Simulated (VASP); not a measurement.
OSZICAR of a VASP run on Pd (space group P6/mmm):

File OSZICAR:
```
       N       E                     dE             d eps       ncg     rms          rms(c)
DAV:   1     0.124074345997E+03    0.12407E+03   -0.10963E+04  3376   0.973E+02
DAV:   2    -0.130573700074E+02   -0.13713E+03   -0.13059E+03  3537   0.257E+02
DAV:   3    -0.159611819761E+02   -0.29038E+01   -0.28580E+01  3479   0.400E+01
DAV:   4    -0.159859085226E+02   -0.24727E-01   -0.24718E-01  3453   0.371E+00
DAV:   5    -0.159862879320E+02   -0.37941E-03   -0.37940E-03  3465   0.494E-01    0.143E+01
DAV:   6    -0.153169823157E+02    0.66931E+00   -0.26578E+00  3363   0.154E+01    0.794E+00
DAV:   7    -0.155942486613E+02   -0.27727E+00   -0.39374E+00  3364   0.194E+01    0.675E+00
DAV:   8    -0.152186934216E+02    0.37556E+00   -0.74197E-01  3339   0.139E+01    0.263E+00
DAV:   9    -0.152276483106E+02   -0.89549E-02   -0.22379E-01  3456   0.465E+00    0.152E+00
DAV:  10    -0.152100442900E+02    0.17604E-01   -0.10646E-01  3364   0.361E+00    0.216E-01
DAV:  11    -0.152098469420E+02    0.19735E-03   -0.13804E-03  3405   0.376E-01    0.106E-01
DAV:  12    -0.152097329873E+02    0.11395E-03   -0.24606E-04  3423   0.157E-01    0.333E-02
DAV:  13    -0.152097257421E+02    0.72452E-05   -0.91409E-05  3487   0.893E-02    0.180E-02
DAV:  14    -0.152097247579E+02    0.98423E-06   -0.86151E-06  3339   0.358E-02
   1 F= -.15209725E+02 E0= -.15205329E+02  d E =-.879149E-02
```

Which electronic solver shows in the log?

It is blocked Davidson (ALGO = Normal, or the opening steps of other solvers). The INCAR had ALGO = Normal.

Can the final energy be trusted as converged?

The run converged. It stopped with EDIFF = 1E-6, NELM = 100 (PBE GGA, plane waves, VASP's PBE PAW potentials (set 64)).

The structure was generated: Pd was put into an ordered model structure, which need not be its known phase. The cell was not relaxed at this level.
